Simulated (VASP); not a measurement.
Output of a VASP run:

OUTCAR:
```
 ion  position               nearest neighbor table
   1  0.000  0.000  0.000-   3 2.53   4 2.53   5 2.53   6 2.53
   2  0.500  0.500  0.000-   3 2.53   4 2.53   5 2.53   6 2.53
   3  0.250  0.250  0.250-   1 2.53   2 2.53   7 2.53   8 2.53
   4  0.750  0.750  0.250-   1 2.53   2 2.53   7 2.53   8 2.53
   5  0.750  0.250  0.750-   1 2.53   2 2.53   7 2.53   8 2.53
   6  0.250  0.750  0.750-   1 2.53   2 2.53   7 2.53   8 2.53
   7  0.500  0.000  0.500-   3 2.53   4 2.53   5 2.53   6 2.53
   8  0.000  0.500  0.500-   3 2.53   4 2.53   5 2.53   6 2.53
  LATTYP: Found a simple cubic cell.
 ALAT       =     5.8350000000
 Subroutine PRICEL returns following result:
  LATTYP: Found a simple tetragonal cell.
 ALAT       =     4.1259680682
 C/A-ratio  =     1.4142135624
 Subroutine GETGRP returns: Found  8 space group operations
The static configuration has the point symmetry D_2d.
The dynamic configuration has the point symmetry D_2d.
 Subroutine INISYM returns: Found  8 space group operations
 Subroutine IBZKPT returns following result:
 Found     18 irreducible k-points:

 Following reciprocal coordinates:
            Coordinates               Weight
  0.000000  0.000000  0.000000      1.000000
  0.250000  0.000000  0.000000      4.000000
  0.000000  0.000000  0.250000      2.000000
  0.500000  0.000000  0.000000      2.000000
  0.000000  0.000000  0.500000      1.000000
  0.250000  0.250000  0.000000      4.000000
  0.000000  0.250000  0.250000      8.000000
  0.500000  0.250000  0.000000      4.000000
  0.000000  0.500000  0.250000      4.000000
  0.250000  0.000000  0.500000      4.000000
  0.500000  0.500000  0.000000      1.000000
  0.000000  0.500000  0.500000      2.000000
  0.250000  0.250000  0.250000      8.000000
  0.500000  0.250000  0.250000      8.000000
  0.250000  0.250000  0.500000      4.000000
  0.500000  0.500000  0.250000      2.000000
  0.250000  0.500000  0.500000      4.000000
  0.500000  0.500000  0.500000      1.000000
   k-points           NKPTS =     18   k-points in BZ     NKDIM =     18   number of bands    NBANDS=     43
   number of dos      NEDOS =    301   number of ions     NIONS =      8
   total plane-waves  NPLWV =  64000
   dimension x,y,z NGX =    40 NGY =   40 NGZ =   40
   dimension x,y,z NGXF=    80 NGYF=   80 NGZF=   80
   ions per type =               2   4   2
   PREC   = accura    normal or accurate (medium, high low for compatibility)
   ISTART =      0    job   : 0-new  1-cont  2-samecut
   ICHARG =      2    charge: 1-file 2-atom 10-const
   ISPIN  =      1    spin polarized calculation?
   LNONCOLLINEAR =      F non collinear calculations
   LSORBIT =      F    spin-orbit coupling
   INIWAV =      1    electr: 0-lowe 1-rand  2-diag
   ENCUT  =  400.0 eV  29.40 Ry    5.42 a.u.   9.52  9.52  9.52*2*pi/ulx,y,z
   NELM   =    100;   NELMIN=  2; NELMDL= -5     # of ELM steps
   EDIFF  = 0.1E-05   stopping-criterion for ELM
   LREAL  =      F    real-space projection
   NLSPLINE    = F    spline interpolate recip. space projectors
   LMAXMIX     =    6 max onsite mixed and CHGCAR
   VOSKOWN=      0    Vosko Wilk Nusair interpolation
   EDIFFG = -.1E-01   stopping-criterion for IOM
   NSW    =     60    number of steps for IOM
   NBLOCK =      1;   KBLOCK =     60    inner block; outer block
   IBRION =      2    ionic relax: 0-MD 1-quasi-New 2-CG
   NFREE  =      1    steps in history (QN), initial steepest desc. (CG)
   ISIF   =      3    stress and relaxation
   ISYM   =      2    0-nonsym 1-usesym 2-fastsym
   TEIN   =    0.0    initial temperature
   TEBEG  =    0.0;   TEEND  =   0.0 temperature during run
   SMASS  =  -3.00    Nose mass-parameter (am)
   PSTRESS=    0.0 pullay stress
   NELECT =      72.0000    total number of electrons
   EFERMI =   0.00;   METHOD = LEGACY
   ISMEAR =     0;   SIGMA  =   0.05  broadening in eV -4-tet -1-fermi 0-gaus
   IALGO  =     38    algorithm
   LDIAG  =      T    sub-space diagonalisation (order eigenvalues)
   IMIX   =      4    mixing-type and parameters
     AMIX     =   0.40;   BMIX     =  1.00
...
```

File OSZICAR:
```
...
DAV:  11    -0.241341742276E+02    0.38452E-04   -0.74421E-05  1870   0.525E-02    0.151E-01
DAV:  12    -0.241342015995E+02   -0.27372E-04   -0.57142E-05  1636   0.553E-02    0.798E-02
DAV:  13    -0.241341801242E+02    0.21475E-04   -0.30045E-04  1897   0.126E-01    0.372E-02
DAV:  14    -0.241341831509E+02   -0.30268E-05   -0.32042E-05  1708   0.330E-02    0.179E-02
DAV:  15    -0.241341834497E+02   -0.29872E-06   -0.10712E-06  1060   0.414E-03
   1 F= -.24134183E+02 E0= -.24134172E+02  d E =-.241342E+02
       N       E                     dE             d eps       ncg     rms          rms(c)
DAV:   1    -0.242830205708E+02   -0.14884E+00   -0.34909E+00  1596   0.145E+01    0.293E+00
DAV:   2    -0.241577695626E+02    0.12525E+00   -0.37557E-01  1617   0.551E+00    0.108E+00
DAV:   3    -0.241444449649E+02    0.13325E-01   -0.46333E-02  1789   0.145E+00    0.107E+00
DAV:   4    -0.241426717420E+02    0.17732E-02   -0.43557E-03  1617   0.420E-01    0.126E-01
DAV:   5    -0.241421757841E+02    0.49596E-03   -0.22262E-03  1707   0.411E-01    0.838E-02
DAV:   6    -0.241421844646E+02   -0.86805E-05   -0.25990E-04  1662   0.786E-02    0.698E-02
DAV:   7    -0.241421843578E+02    0.10673E-06   -0.26482E-05  1719   0.380E-02    0.275E-02
DAV:   8    -0.241421835191E+02    0.83870E-06   -0.53952E-06  1415   0.134E-02
   2 F= -.24142184E+02 E0= -.24142158E+02  d E =-.800007E-02
       N       E                     dE             d eps       ncg     rms          rms(c)
DAV:   1    -0.241438961441E+02   -0.17118E-02   -0.39464E-02  1621   0.153E+00    0.304E-01
DAV:   2    -0.241424583200E+02    0.14378E-02   -0.43295E-03  1614   0.595E-01    0.111E-01
DAV:   3    -0.241423128691E+02    0.14545E-03   -0.55470E-04  1789   0.157E-01    0.109E-01
DAV:   4    -0.241423053152E+02    0.75539E-05   -0.52124E-05  1628   0.511E-02    0.138E-02
DAV:   5    -0.241423006580E+02    0.46572E-05   -0.26701E-05  1676   0.455E-02    0.914E-03
DAV:   6    -0.241423012561E+02   -0.59813E-06   -0.29065E-06  1209   0.856E-03
   3 F= -.24142301E+02 E0= -.24142277E+02  d E =-.811781E-02
       N       E                     dE             d eps       ncg     rms          rms(c)
DAV:   1    -0.241455066894E+02   -0.32060E-02   -0.18574E-01  1560   0.222E+00    0.397E-01
DAV:   2    -0.241444518017E+02    0.10549E-02   -0.12635E-02  1744   0.718E-01    0.167E-01
DAV:   3    -0.241442568788E+02    0.19492E-03   -0.67674E-04  1751   0.167E-01    0.118E-01
DAV:   4    -0.241442259476E+02    0.30931E-04   -0.11088E-04  1668   0.459E-02    0.343E-02
DAV:   5    -0.241442265670E+02   -0.61943E-06   -0.13628E-05  1807   0.274E-02    0.138E-02
DAV:   6    -0.241442276220E+02   -0.10550E-05   -0.24123E-06  1028   0.851E-03    0.717E-03
DAV:   7    -0.241442278947E+02   -0.27270E-06   -0.68366E-07   861   0.531E-03
   4 F= -.24144228E+02 E0= -.24144207E+02  d E =-.192664E-02
       N       E                     dE             d eps       ncg     rms          rms(c)
DAV:   1    -0.241455144619E+02   -0.12868E-02   -0.11275E-01  1566   0.173E+00    0.311E-01
DAV:   2    -0.241448731497E+02    0.64131E-03   -0.76833E-03  1747   0.560E-01    0.131E-01
DAV:   3    -0.241447549656E+02    0.11818E-03   -0.40982E-04  1759   0.130E-01    0.931E-02
DAV:   4    -0.241447369835E+02    0.17982E-04   -0.68032E-05  1660   0.358E-02    0.267E-02
DAV:   5    -0.241447378795E+02   -0.89603E-06   -0.83409E-06  1723   0.213E-02
   5 F= -.24144738E+02 E0= -.24144720E+02  d E =-.243662E-02
```

**OUTCAR**
```
------------------------ aborting loop because EDIFF is reached ----------------------------------------
  FORCE on cell =-STRESS in cart. coord.  units (eV):
  Direction    XX          YY          ZZ          XY          YZ          ZX
  --------------------------------------------------------------------------------------
  Total        0.0318628      0.0318628     -0.0294315      0.0000000      0.0000000      0.0000000
  in kB        0.2543511      0.2543511     -0.2349428      0.0000000      0.0000000      0.0000000
  external PRESSURE =       0.0912531 kB  Pullay stress =       0.0000000 kB
  volume of cell :      200.71
      direct lattice vectors                 reciprocal lattice vectors
     5.857764683  0.000000000  0.000000000     0.170713583 -0.000000000  0.000000000
     0.000000000  5.857764683  0.000000000     0.000000000  0.170713583 -0.000000000
    -0.000000000  0.000000000  5.849202561     0.000000000 -0.000000000  0.170963476
 POSITION                                       TOTAL-FORCE (eV/Angst)
 -----------------------------------------------------------------------------------
      0.00000      0.00000      0.00000        -0.000000      0.000000     -0.000000
      2.92888      2.92888      0.00000         0.000000     -0.000000     -0.000000
      1.46444      1.46444      1.48000        -0.000000      0.000000      0.003692
      4.39332      4.39332      1.48000        -0.000000      0.000000      0.003692
      4.39332      1.46444      4.36920         0.000000     -0.000000     -0.003692
      1.46444      4.39332      4.36920         0.000000     -0.000000     -0.003692
      2.92888      0.00000      2.92460         0.000000      0.000000     -0.000000
     -0.00000      2.92888      2.92460         0.000000      0.000000     -0.000000
 -----------------------------------------------------------------------------------
    total drift:                               -0.000000     -0.000000     -0.000000
  FREE ENERGIE OF THE ION-ELECTRON SYSTEM (eV)
  ---------------------------------------------------
  free  energy   TOTEN  =       -24.1447378795 eV

  energy  without entropy=      -24.1447011333  energy(sigma->0) =      -24.14471951

 reached required accuracy - stopping structural energy minimisation
```
(Selected blocks of OUTCAR.)

### POSCAR
```
Cd2Hg2S4
1
    5.8350000000     0.0000000000     0.0000000000
    0.0000000000     5.8350000000     0.0000000000
    0.0000000000     0.0000000000     5.8350000000
Hg S Cd
2 4 2
Direct
  0.0000000000   0.0000000000   0.0000000000
  0.5000000000   0.5000000000   0.0000000000
  0.2500000000   0.2500000000   0.2500000000
  0.7500000000   0.7500000000   0.2500000000
  0.7500000000   0.2500000000   0.7500000000
  0.2500000000   0.7500000000   0.7500000000
  0.5000000000   0.0000000000   0.5000000000
  0.0000000000   0.5000000000   0.5000000000
```

Problem. Write an INCAR and KPOINTS that could have produced this output.

Solution. Several could match; the one computed here: the input of the run itself, PBEsol GGA, plane waves, VASP's PBE PAW potentials (set 64).

### INCAR
```
SYSTEM = Cd2Hg2S4
PREC = Accurate; ENCUT = 400; LREAL = .FALSE.
LASPH = .TRUE.
EDIFF = 1E-6; NELM = 100; ALGO = Normal
LMAXMIX = 6
ISMEAR = 0; SIGMA = 0.05
GGA = PS
IBRION = 2; NSW = 60; ISIF = 3
EDIFFG = -0.01
LWAVE = .FALSE.; LCHARG = .FALSE.
```

KPOINTS:
```
Automatic mesh
0
Gamma
4 4 4
0 0 0
```

POTCAR, in this order: Hg S Cd (PBE.64 set). Program: vasp_std.

The structure was generated: Cd2Hg2S4 was put into an ordered model structure (P-4m2), which need not be its known phase. This run relaxes it. Symmetry was kept, so distortions that lower it aren't found.
